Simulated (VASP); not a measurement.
VASP input:

File KPOINTS:
```
Automatic mesh
0
Gamma
6 6 6
0 0 0
```

File POSCAR:
```
BaF2
1
    0.0000000000     3.0601612438     3.0601612438
    3.0601612438     0.0000000000     3.0601612438
    3.0601612438     3.0601612438     0.0000000000
Ba F
1 2
Direct
  0.0000000000   0.0000000000   0.0000000000
  0.2500000000   0.2500000000   0.2500000000
  0.7500000000   0.7500000000   0.7500000000
```

### INCAR
```
ALGO  =  Normal
EDIFF  =  1E-7
ENCUT  =  520
GGA  =  PE
ISIF  =  2
ISMEAR  =  0
IVDW  =  12
LASPH  =  .TRUE.
LCHARG  =  .FALSE.
LMAXMIX  =  4
LREAL  =  .FALSE.
LWAVE  =  .FALSE.
NELM  =  100
PREC  =  Accurate
SIGMA  =  0.05
SYSTEM  =  BaF2
```

POTCAR, in this order: Ba_sv F (PBE.64 set). Program: vasp_std.

Problem. Translate this PBE-D3(BJ) calculation to Ansatz.

Solution. One equivalent input (not run):
Ansatz 0.2 input:
```yaml
crystal:
  lattice:
    - [0.0000000, 3.0601612, 3.0601612]
    - [3.0601612, 0.0000000, 3.0601612]
    - [3.0601612, 3.0601612, 0.0000000]
  atoms:
    - { symbol: Ba, position: [0.0000000, 0.0000000, 0.0000000] }
    - { symbol: F, position: [0.2500000, 0.2500000, 0.2500000] }
    - { symbol: F, position: [0.7500000, 0.7500000, 0.7500000] }
kpoints:
  mp_grid: { grid: [6, 6, 6] }
hamiltonian:
  xc: pbe
  dispersion: d3bj
  pseudopotentials: { kind: paw }
scf:
  occupations: { method: gaussian, width: 0.05 }
  max_iter: 100
output: { forces: true, stress: true, eigenvalues: true }
```
Limits of the translation: each code has its own PAW files, so the cut-off isn't converted (ENCUT is set for VASP's; basis.ecutwfc is left out, and Ansatz then takes the one that its files recommend); Ansatz stops its SCF on the density residual and VASP on the energy change (EDIFF).

The compound is BaF2 in the fluorite structure. This cell is one point of a volume scan, at 0.94 of the reference volume.
